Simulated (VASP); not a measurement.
Write the native input for VASP 6.6.1 that does the following.

```yaml
Task: single point
Functional: PBE
Potentials_or_basis: VASP PAW PBE potentials, release 64 (Mg, Br)
Cutoff: 520 eV
k_mesh: 4 × 4 × 4
Occupations: gaussian, width 0.1 eV
Spin: no spin polarisation
Dipole_correction: no
Further_INCAR_settings: ALGO = Normal; EDIFF = 1e-06; NBANDS = 20
```

The structure of Mg2Br3 lies in POSCAR:

```
Mg2Br3
1.0
    5.2548764559      0.0000000000      0.0000000000
    0.0000000000      5.2548764559      0.0000000000
    0.0000000000      0.0000000000      5.2548764559
Mg Br
2 3
Direct
    0.0000000000      0.0000000000      0.0000000000
    0.5000000000      0.5000000000      0.5000000000
    0.0000000000      0.5000000000      0.5000000000
    0.5000000000      0.0000000000      0.5000000000
    0.5000000000      0.5000000000      0.0000000000
```

The cell was built by a generator and needn't be a form met in nature.

The cell isn't the ideal one: random cell by space group and Wyckoff sites (Pm-3m, No. 221).

One way to write it, as run:

INCAR

```
SYSTEM = Mg2Br3
ALGO = Normal ; EDIFF = 1E-6
ENCUT = 520 ; GGA = PE
ISIF = 2 ; ISMEAR = 0
LASPH = .True. ; LCHARG = .False.
LREAL = .False. ; LWAVE = .False.
NBANDS = 20 ; NELM = 60
PREC = Accurate ; SIGMA = 0.1
```

KPOINTS

```
k-points
0
Gamma
  4 4 4
  0 0 0
```

Potentials or basis: VASP PAW PBE potentials, release 64 (Mg, Br).

Run with:

```sh
$ cat potpaw_PBE.64/Mg/POTCAR potpaw_PBE.64/Br/POTCAR > POTCAR
$ mpirun -np 1 vasp_std > vasp.out
```

It gave:

The pressure is 0.1 GPa. The band gap on the k mesh is none (metal or under the smearing width).

Caveat: an odd number of electrons without spin polarisation forces a metal; a magnetic or distorted state may lie lower.

It took 23 s on 1 thread of Intel(R) Xeon(R) Platinum 8259CL CPU @ 2.50GHz (Skylake/Cascade Lake) (shared host), peak memory 0.24 GiB.
